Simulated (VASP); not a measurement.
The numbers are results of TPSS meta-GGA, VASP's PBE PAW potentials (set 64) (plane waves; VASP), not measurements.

VASP ran on this input.

File KPOINTS:
```
Regular mesh
0
gamma
 14 14 14
0 0 0
```

File POSCAR:
```
Ta
1
   -1.6830000000     1.6830000000     1.6830000000
    1.6830000000    -1.6830000000     1.6830000000
    1.6830000000     1.6830000000    -1.6830000000
Ta
1
Direct
  0.0000000000   0.0000000000   0.0000000000
```

### INCAR
```
# general
SYSTEM  = Ta
PREC    = Accurate
ENCUT   = 400
LREAL   = .FALSE.
LASPH   = .TRUE.

# electronic loop
EDIFF   = 1E-6
NELM    = 100
ALGO    = Normal
LMAXMIX = 6
LMIXTAU = .TRUE.

# smearing
ISMEAR  = 1
SIGMA   = 0.1

# functional
METAGGA = TPSS

# ions
ISIF    = 2

# output
LWAVE   = .FALSE.
LCHARG  = .FALSE.
```

POTCAR, in this order: Ta_pv (PBE.64 set). Program: vasp_std.

Output

File OSZICAR:
```
       N       E                     dE             d eps       ncg     rms          rms(c)
DAV:   1     0.607270043559E+02    0.60727E+02   -0.70681E+03  1904   0.124E+03
DAV:   2    -0.568039614832E+01   -0.66407E+02   -0.65129E+02  2291   0.302E+02
DAV:   3    -0.735252657565E+01   -0.16721E+01   -0.15692E+01  2852   0.495E+01
DAV:   4    -0.737659898641E+01   -0.24072E-01   -0.23853E-01  2276   0.416E+00
DAV:   5    -0.737714943076E+01   -0.55044E-03   -0.55018E-03  2708   0.568E-01    0.998E+00
DAV:   6    -0.135901431505E+02   -0.62130E+01   -0.15029E+01  1876   0.495E+01    0.863E+00
DAV:   7    -0.131023848058E+02    0.48776E+00   -0.21307E+00  1908   0.184E+01    0.587E-01
DAV:   8    -0.134206551103E+02   -0.31827E+00   -0.82327E-01  1881   0.122E+01    0.255E+00
DAV:   9    -0.134134081928E+02    0.72469E-02   -0.60864E-03  2023   0.107E+00    0.202E+00
DAV:  10    -0.133928027595E+02    0.20605E-01   -0.68177E-02  1933   0.287E+00    0.171E-01
DAV:  11    -0.133961906324E+02   -0.33879E-02   -0.45395E-03  1901   0.712E-01    0.262E-01
DAV:  12    -0.133981836803E+02   -0.19930E-02   -0.16961E-03  1949   0.466E-01    0.238E-02
DAV:  13    -0.133987718155E+02   -0.58814E-03   -0.13987E-04  1951   0.162E-01    0.215E-02
DAV:  14    -0.133987729353E+02   -0.11197E-05   -0.13196E-05  2036   0.296E-02    0.499E-03
DAV:  15    -0.133987788978E+02   -0.59625E-05   -0.11011E-06   977   0.975E-03    0.224E-03
DAV:  16    -0.133987785342E+02    0.36360E-06   -0.47050E-08   966   0.264E-03
   1 F= -.13398779E+02 E0= -.13398863E+02  d E =0.253092E-03
```

### OUTCAR
```
------------------------ aborting loop because EDIFF is reached ----------------------------------------
  FORCE on cell =-STRESS in cart. coord.  units (eV):
  Direction    XX          YY          ZZ          XY          YZ          ZX
  --------------------------------------------------------------------------------------
  Total       -1.3681884     -1.3681884     -1.3681884     -0.0000000      0.0000000     -0.0000000
  in kB     -114.9593127   -114.9593127   -114.9593127     -0.0000000      0.0000000     -0.0000000
  external PRESSURE =    -114.9593127 kB  Pullay stress =       0.0000000 kB
  volume of cell :       19.07
      direct lattice vectors                 reciprocal lattice vectors
    -1.683000000  1.683000000  1.683000000     0.000000000  0.297088532  0.297088532
     1.683000000 -1.683000000  1.683000000     0.297088532  0.000000000  0.297088532
     1.683000000  1.683000000 -1.683000000     0.297088532  0.297088532  0.000000000
 POSITION                                       TOTAL-FORCE (eV/Angst)
 -----------------------------------------------------------------------------------
      0.00000      0.00000      0.00000        -0.000000      0.000000      0.000000
 -----------------------------------------------------------------------------------
    total drift:                               -0.000000     -0.000000      0.000000
  FREE ENERGIE OF THE ION-ELECTRON SYSTEM (eV)
  ---------------------------------------------------
  free  energy   TOTEN  =       -13.3987785342 eV

  energy  without entropy=      -13.3990316258  energy(sigma->0) =      -13.39886290
```
(Selected blocks of OUTCAR.)

The compound is Ta in the bcc structure. The cell was not relaxed at this level. The run is one of a series of settings (GGA removed, LMIXTAU = .TRUE., METAGGA = TPSS against the base run), some of them coarse on purpose.
